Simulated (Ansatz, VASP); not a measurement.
# Cross-check of Cr3Ir2 between VASP and Ansatz, part 2 of 2

One calculation is typed for both programs; each brings its own data sets and cutoff. How far apart do they land?

VASP 6.6.1 and Ansatz 0.2.0.

So far: The structure; VASP: single point, PBE.

## 3. Ansatz: single point, PBE

Level of this step: Ansatz beside VASP: Kohn-Sham DFT, plane waves, PBE (Ansatz).

Ansatz runs on its default PAW (the set named soft_2) files.

The same cell, functional, mesh and smearing now go to Ansatz, which takes its cutoff from its data sets.

Input file input.yaml:

```yaml
crystal:
  lattice:
    - [5.7, 0.0, 0.0]
    - [2.85, 4.0305086528, 0.0]
    - [0.0, 0.0, 22.0610173055]
  atoms:
    - { symbol: Cr, position: [0.0, 0.0, 0.6986765665] }
    - { symbol: Cr, position: [0.5, 0.0, 0.6986765665] }
    - { symbol: Cr, position: [0.0, 0.5, 0.6986765665] }
    - { symbol: Cr, position: [0.5, 0.5, 0.6986765665] }
    - { symbol: Cr, position: [0.0, 0.0, 0.5] }
    - { symbol: Cr, position: [0.5, 0.0, 0.5] }
    - { symbol: Cr, position: [0.0, 0.5, 0.5] }
    - { symbol: Cr, position: [0.5, 0.5, 0.5] }
    - { symbol: Cr, position: [0.0, 0.0, 0.3013234335] }
    - { symbol: Cr, position: [0.5, 0.0, 0.3013234335] }
    - { symbol: Cr, position: [0.0, 0.5, 0.3013234335] }
    - { symbol: Cr, position: [0.5, 0.5, 0.3013234335] }
    - { symbol: Ir, position: [0.75, 0.5, 0.6002647364] }
    - { symbol: Ir, position: [0.25, 0.5, 0.6002647364] }
    - { symbol: Ir, position: [0.75, 0.0, 0.6002647364] }
    - { symbol: Ir, position: [0.25, 0.0, 0.6002647364] }
    - { symbol: Ir, position: [0.75, 0.5, 0.3997352636] }
    - { symbol: Ir, position: [0.25, 0.5, 0.3997352636] }
    - { symbol: Ir, position: [0.75, 0.0, 0.3997352636] }
    - { symbol: Ir, position: [0.25, 0.0, 0.3997352636] }
hamiltonian:
  xc: pbe
  pseudopotentials: { kind: paw }
magnetization:
  spin_polarized: true
kpoints:
  mp_grid: { grid: [5, 5, 1] }
scf:
  occupations: { method: gaussian, width: 0.1 }
  n_extra_bands: 11
output:
  forces: true
  eigenvalues: true
  write_density: true
  write_potential: true
  elf: true
  volumetric_format: npy
```

On the command line:

```sh
ansatz run input.yaml --threads 8 --pin off --max-ram 18432MiB --backend cpu --events-out ev --progress --plain --runs-dir out
```

Numbers of over 12 decimals in the logs are rounded to 6 here.

Log:

```text
scf.n_extra_bands = 11 over 152 filled bands (N_el = 304.0): the run solves 163 bands
Engine: ansatz 0.2.0, aarch64-unknown-linux-gnu
Pseudopotentials: kind: paw
Pseudopotential: Cr, paw, valence charge 14, recommended cutoff 420 eV (normal), Cr.paw.azcp
Pseudopotential: Ir, paw, valence charge 17, recommended cutoff 420 eV (normal), Ir.paw.azcp
Functional definition: PBE
  parameter kappa = 0.804
  parameter beta = 0.066725
  exchange = pbe_x(kappa = kappa, mu = beta*pi^2/3)
  correlation = pbe_c(beta = beta)
Crystal: 20 atoms, lattice volume = 506.828 Å³
Basis set: ecut = 420 eV, 9957 PW (Γ), exchange–correlation on 80×72×300 points (8 copies of the dense FFT grid, shifted against one another)
Bands: 163, of which v1, the nominal top of the filled ones, is band 152 counted from 1 (151 counted from 0)
Symmetry: 32 space group operations
Space group: Cmmm (ITA 65), of the structure as read, at distance tolerance 8.0e-5 Å
k-points: 9 of 25
Non-local potential: Cr, projectors of the file, l = 0: 3, l = 1: 2, l = 2: 3, l = 3: 1
Non-local potential: Ir, projectors of the file, l = 0: 3, l = 1: 2, l = 2: 2, l = 3: 1
PAW form: soft (Blöchl's): semilocal exchange-correlation on the pseudo side does not see the compensation charge
PAW one-centre angular grid: Cr, 590 points (default); XC on 64 Gauss nodes
PAW one-centre angular grid: Ir, 590 points (default); XC on 64 Gauss nodes
Initial density: superposition of atomic densities (neutral atoms: chi_scale 0, normalization atom)
Initial wavefunctions: pseudopotential atomic-orbital guess
Functional: x = pbe(κ = 0.804, μ = 0.219515), c = pbe(β = 0.066725)
SCF iter   1: F=—  HF=-136029.733744 eV  |F-HF|=—  |Δ(HF+E_count)|=         —  Δρ=9.48e-2 (↑9.48e-2 ↓9.48e-2)  dr2=3.71e2  dr2_m=0.00e0  M=0.000 μB ∫|m|=0.000 μB  β_m=0.30  ethr=3.10e-3  ⟨swp⟩=8.4  Hψ=6866  notcnv=0
preconditioner: auto → LDOS  [metal: Δε(μ)=0.029 eV  Ē_g=4.836 eV  σ=0.100 eV  W_gap=0.16  n_scr=120 (ndim 8)  ℏωp=19.8 eV  f_vac=0.444  D(μ)=29.24/eV (n_scr^D=292)]
spin=Collinear: LDOS preconditioning applied to the charge; magnetization (m = ρ↑ − ρ↓) channel mixes plain (no charge-response kernel on spin).
SCF iter   2: F=—  HF=-136004.688129 eV  |F-HF|=—  |Δ(HF+E_count)|=    2.50e1  Δρ=4.35e-2 (↑4.35e-2 ↓4.35e-2)  dr2=1.24e2  dr2_m=0.00e0  M=0.000 μB ∫|m|=0.000 μB  β_m=0.40  ethr=3.10e-3  ⟨swp⟩=4.0  Hψ=3663  notcnv=0  defer=7
SCF iter   3: F=—  HF=-135998.127657 eV  |F-HF|=—  |Δ(HF+E_count)|=    6.56e0  Δρ=9.00e-3 (↑9.00e-3 ↓9.00e-3)  dr2=2.66e0  dr2_m=0.00e0  M=0.000 μB ∫|m|=0.000 μB  β_m=0.44  ethr=3.10e-3  ⟨swp⟩=3.3  Hψ=2809  notcnv=1  defer=5
SCF iter   4: F=—  HF=-135990.604422 eV  |F-HF|=—  |Δ(HF+E_count)|=    7.52e0  Δρ=6.34e-2 (↑6.34e-2 ↓6.00e-2)  dr2=3.23e0  dr2_m=1.75e1  M=22.000 μB ∫|m|=22.001 μB  ethr=8.75e-4  ⟨swp⟩=3.3  Hψ=2425  notcnv=0  defer=5
Mixer restart at iter 4: flushing history
SCF iter   5: F=—  HF=-135997.038949 eV  |F-HF|=—  |Δ(HF+E_count)|=         —  Δρ=1.52e-2 (↑1.27e-2 ↓1.52e-2)  dr2=7.10e0  dr2_m=6.83e-1  M=16.092 μB ∫|m|=16.137 μB  β_m=0.44  ethr=8.75e-4  ⟨swp⟩=5.5  Hψ=6637  notcnv=0  defer=20
SCF iter   6: F=—  HF=-135997.172930 eV  |F-HF|=—  |Δ(HF+E_count)|=   1.34e-1  Δρ=1.24e-2 (↑1.24e-2 ↓1.14e-2)  dr2=1.60e0  dr2_m=5.79e-1  M=14.290 μB ∫|m|=14.347 μB  β_m=0.70  ethr=8.75e-4  ⟨swp⟩=2.5  Hψ=3936  notcnv=0  defer=29
SCF iter   7: F=—  HF=-135997.599429 eV  |F-HF|=—  |Δ(HF+E_count)|=   4.26e-1  Δρ=9.55e-3 (↑6.70e-3 ↓9.55e-3)  dr2=9.09e-1  dr2_m=2.27e-1  M=10.993 μB ∫|m|=11.072 μB  β_m=0.81  ethr=5.27e-4  ⟨swp⟩=3.3  Hψ=4263  notcnv=0  defer=29
SCF iter   8: F=—  HF=-135997.710519 eV  |F-HF|=—  |Δ(HF+E_count)|=   1.11e-1  Δρ=1.03e-2 (↑1.03e-2 ↓5.04e-3)  dr2=4.78e-1  dr2_m=2.45e-1  M=9.206 μB ∫|m|=9.296 μB  β_m=0.71  ethr=2.99e-4  ⟨swp⟩=3.2  Hψ=4874  notcnv=0  defer=29
SCF iter   9: F=—  HF=-135997.888985 eV  |F-HF|=—  |Δ(HF+E_count)|=   1.78e-1  Δρ=8.71e-3 (↑6.03e-3 ↓8.71e-3)  dr2=5.67e-1  dr2_m=1.49e-1  M=6.851 μB ∫|m|=6.952 μB  β_m=0.64  ethr=1.57e-4  ⟨swp⟩=3.5  Hψ=6448  notcnv=0  defer=25
[...]
SCF iter  14: F=—  HF=-135998.002695 eV  |F-HF|=—  |Δ(HF+E_count)|=   7.61e-3  Δρ=8.32e-4 (↑8.32e-4 ↓7.81e-4)  dr2=1.87e-2  dr2_m=1.06e-3  M=0.014 μB ∫|m|=0.226 μB  β_m=0.76  ethr=1.14e-5  ⟨swp⟩=3.7  Hψ=6301  notcnv=0  defer=11
SCF iter  15: F=—  HF=-135998.000599 eV  |F-HF|=—  |Δ(HF+E_count)|=   2.10e-3  Δρ=3.39e-4 (↑3.18e-4 ↓3.39e-4)  dr2=2.97e-3  dr2_m=2.61e-4  M=-0.070 μB ∫|m|=0.157 μB  β_m=0.83  ethr=6.15e-6  ⟨swp⟩=3.1  Hψ=5681  notcnv=0  defer=10
SCF iter  16: F=—  HF=-135998.000875 eV  |F-HF|=—  |Δ(HF+E_count)|=   2.76e-4  Δρ=1.94e-4 (↑1.44e-4 ↓1.94e-4)  dr2=1.16e-4  dr2_m=9.79e-5  M=0.050 μB ∫|m|=0.112 μB  β_m=0.91  ethr=9.77e-7  ⟨swp⟩=3.1  Hψ=4938  notcnv=0  defer=10
SCF iter  17: F=—  HF=-135998.000992 eV  |F-HF|=—  |Δ(HF+E_count)|=   1.17e-4  Δρ=1.45e-4 (↑1.45e-4 ↓1.04e-4)  dr2=8.53e-5  dr2_m=4.83e-5  M=0.051 μB ∫|m|=0.088 μB  β_m=0.96  ethr=3.81e-8  ⟨swp⟩=4.3  Hψ=7093  notcnv=0  defer=10
Mixer restart at iter 17: flushing history
SCF iter  18: F=—  HF=-135998.001472 eV  |F-HF|=—  |Δ(HF+E_count)|=         —  Δρ=4.98e-5 (↑4.98e-5 ↓4.98e-5)  dr2=4.87e-5  dr2_m=0.00e0  M=0.000 μB ∫|m|=0.000 μB  β_m=0.96  ethr=2.81e-8  ⟨swp⟩=12.2  Hψ=6855  notcnv=0  defer=4
SCF iter  19: F=—  HF=-135998.001476 eV  |F-HF|=—  |Δ(HF+E_count)|=   3.44e-6  Δρ=4.84e-5 (↑4.84e-5 ↓4.84e-5)  dr2=5.93e-5  dr2_m=0.00e0  M=0.000 μB ∫|m|=0.000 μB  β_m=0.72  ethr=1.60e-8  ⟨swp⟩=3.3  Hψ=3523  notcnv=0  defer=4
SCF iter  20: F=—  HF=-135998.001464 eV  |F-HF|=—  |Δ(HF+E_count)|=   1.20e-5  Δρ=1.31e-5 (↑1.31e-5 ↓1.31e-5)  dr2=3.35e-6  dr2_m=0.00e0  M=0.000 μB ∫|m|=0.000 μB  β_m=0.64  ethr=1.60e-8  ⟨swp⟩=2.3  Hψ=2149  notcnv=0  defer=4
SCF iter  21: F=—  HF=-135998.001463 eV  |F-HF|=—  |Δ(HF+E_count)|=   7.34e-7  Δρ=2.32e-6 (↑2.32e-6 ↓2.32e-6)  dr2=2.60e-7  dr2_m=0.00e0  M=0.000 μB ∫|m|=0.000 μB  β_m=0.63  ethr=1.10e-9  ⟨swp⟩=3.8  Hψ=2824  notcnv=0  defer=4
SCF iter  22: F=-135998.001463 eV  HF=-135998.001463 eV  |F-HF|=4.03e-8  |Δ(HF+E_count)|=   3.63e-8  Δρ=1.28e-6 (↑1.28e-6 ↓1.28e-6)  dr2=4.14e-8  dr2_m=0.00e0  M=0.000 μB ∫|m|=0.000 μB  ethr=3.29e-11  ⟨swp⟩=20.6  Hψ=13778  notcnv=0
SCF 1 converged in 22 iterations: F = -135998.001463 eV  dr2 = 4.14e-8
  greatest PAW one-centre occupation: 1.000 electrons in one spin orbital (limit 2), on the Cr atom at site 7 (counted from 0), in its partial waves of l = 0
WARN: The output density's exchange-correlation potential varies sharply where the density is thin. Do not read a vacuum level from v_tot or v_xc, or from such a field of the output density. On a cell that repeats whose density bears no net charge and no dipole along the vacuum's axis use v_es (v_loc + v_h of the components); under efield.dipole_correction with no amplitude use v_es + v_field, which holds any externa [...]
SCF converged after 22 iterations
Magnetization: 0.0000 μB (152.0000 up, 152.0000 down)
Absolute magnetization: 0.0000 μB (∫|ρ↑−ρ↓|)
Spin contamination: 0.0000 ħ² per cell (⟨S²⟩ above its minimum at these occupations)
Per-site moments (μB) at R_I (Å): [(0.0, 1.018121), (0.0, 1.018121), (0.0, 1.018121), (0.0, 1.018121), (0.0, 1.018121), (0.0, 1.018121), (0.0, 1.018121), (0.0, 1.018121), (0.0, 1.018121), (0.0, 1.018121), (0.0, 1.018121), (0.0, 1.018121), (0.0, 1.018121), (0.0, 1.018121), (0.0, 1.018121), (0.0, 1.018121), (0.0, 1.018121), (0.0, 1.018121), (0.0, 1.018121), (0.0, 1.018121)]
Free energy (F): -135998.001463 eV
Harris-Foulkes:  -135998.001463 eV  (|F-HF|=4.03e-8)
Internal energy: -135997.862350 eV  (E = F + TS)
E sigma→0 (E₀):  -135997.931906 eV
Entropy (-TS):   -0.139113 eV (-6.956 meV/atom)
Fermi energy:    8.563202 eV
--- Per-component energies (eV) ---
  E_band       = -6551.109037
  E_kinetic    = 9125.540121
  E_local      = -382652.592426  (includes V_loc(G=0)·N_el)
  E_nonlocal   = 1545.384741
  E_hartree    = 187357.875212
  E_xc         = -3821.321883
  E_vxc        = -4540.585875  (∫ρ·V_xc dr)
  E_paw        = -88138.116438  (= ΣΔE_a)
  E_vpaw       = -4744.606723  (= ΣTr[D̂ρ^β])
  E_aug_tail   = 0.004763  (compensation charges beyond the density's cutoff)
  E_ewald      = 140585.363562
  E_smearing   = -0.139113  (= −TS)
  E_closure    = 0.000000  (closes the sum)
  Σ components = -135998.001463   (vs F -135998.001463, Δ=0.00e0)
--- Forces (eV/Å), atoms counted from 1 ---
  atom   1  Cr    -0.00000000     0.00000000     0.00439790
  atom   2  Cr     0.00000000     0.00000000     0.00439790
  atom   3  Cr     0.00000000     0.00000000     0.00439790
  atom   4  Cr    -0.00000000     0.00000000     0.00439790
  atom   5  Cr     0.00000000    -0.00000000     0.00000000
  atom   6  Cr    -0.00000000    -0.00000000     0.00000000
  atom   7  Cr     0.00000000    -0.00000000     0.00000000
  atom   8  Cr    -0.00000000    -0.00000000     0.00000000
  atom   9  Cr     0.00000000    -0.00000000    -0.00439790
  atom  10  Cr    -0.00000000    -0.00000000    -0.00439790
  atom  11  Cr     0.00000000    -0.00000000    -0.00439790
  atom  12  Cr     0.00000000    -0.00000000    -0.00439790
  atom  13  Ir     0.00000000    -0.00000000    -0.02314866
  atom  14  Ir    -0.00000000    -0.00000000    -0.02314866
  atom  15  Ir    -0.00000000    -0.00000000    -0.02314866
  atom  16  Ir     0.00000000    -0.00000000    -0.02314866
  atom  17  Ir    -0.00000000     0.00000000     0.02314866
  atom  18  Ir     0.00000000     0.00000000     0.02314866
  atom  19  Ir     0.00000000     0.00000000     0.02314866
  atom  20  Ir    -0.00000000     0.00000000     0.02314866
  max |Σ_I F_I| component: 6.94e-18 eV/Å
--- Band table (eV; the first three rows and the last of 18) ---
  k-point 0 ↑: bands = [... 148 lower, 8.7241, 8.7443, 9.0077, 9.0165, 9.0165, 9.0228, 9.0228, 9.3786, ... 7 higher]
  k-point 1 ↑: bands = [... 148 lower, 8.7145, 8.9775, 8.9775, 9.0077, 9.0307, 9.0356, 9.0356, 9.0637, ... 7 higher]
  k-point 2 ↑: bands = [... 148 lower, 8.1626, 8.2290, 8.2646, 8.3640, 8.3816, 8.4295, 8.5536, 8.6528, ... 7 higher]
  k-point 8 ↓: bands = [... 148 lower, 8.3312, 8.3465, 8.3881, 8.3892, 8.4604, 8.5095, 8.5282, 8.5913, ... 7 higher]
```

Run time: 33 s. Hardware: 8 threads of Arm Neoverse V1, shared host; peak memory 3.8 GiB; 3.9 min of CPU time.

In the SCF lines HF is the Harris–Foulkes energy and dr2 the Hartree energy of the density residual, in eV; the loop may stop once dr2 is under the threshold and the program's other checks hold. Hψ counts applications of the Hamiltonian.

## 4. Comparison

Known differences besides the potentials themselves: the data sets hold 304 valence electrons in Ansatz (default PAW (the set named soft_2) files) and 216 in VASP; the cutoff is 420 eV in Ansatz and 330 eV in VASP (PREC = Normal, projectors in real space); VASP leaves aspherical gradient terms in its spheres out (LASPH is not set), Ansatz keeps them. Total energies have different zeros and are not compared.

At this near-relaxed geometry the largest component of a force difference is 20 meV/Å.

## 5. Outcome

| Item | Value |
| --- | --- |
| r.m.s. force difference (single point, PBE) | 7.2 meV/Å |

The r.m.s. force difference is 7.2 meV/Å (single point, PBE), within the 12 meV/Å picked in this series as the mark of a large difference. How closely two codes agree says nothing of how well the functional describes the real material.

[Lines on the potential files, build, host, timing and source positions are cut from VASP's logs without a mark.]

[Logs are printed without paths, hosts, clocks, repeated set-up lines and the standing remarks that a program may print on its own settings, such as how far it seeks lower states.]

[Hosts, paths, dates, database ids (printed as entryN), source tags and the programs' standing remarks are cut or masked in the printed files.]
